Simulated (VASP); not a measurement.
Input:

```xyz
2
Lattice="0.0000 2.3150 2.3150 2.3150 0.0000 2.3150 2.3150 2.3150 0.0000" Properties=species:S:1:pos:R:3 pbc="T T T"
Na     0.0000     0.0000     0.0000
F      2.3150     2.3150     2.3150
```

Computed with PBE GGA, VASP's PBE PAW potentials (set 64) (plane waves; VASP). Numerical set-up: PREC = Normal, 500 eV cut-off, 6×6×6 Γ-centred mesh, Gaussian smearing of 0.010 eV, potentials Na_sv_GW F_GW_new.

### Question
Predict the energy per atom (σ→0), pressure, band gap (on the k-mesh) with the smallest direct gap where there is one.

### Answer

```json
{
 "band gap (on the k-mesh)": "6.33 eV",
 "smallest direct gap (on the k-mesh)": "6.33 eV",
 "energy per atom (σ→0)": "-5.320 eV/atom",
 "pressure": "-1.93 GPa"
}
```

The compound is NaF in the rock salt structure. The cell was not relaxed at this level.
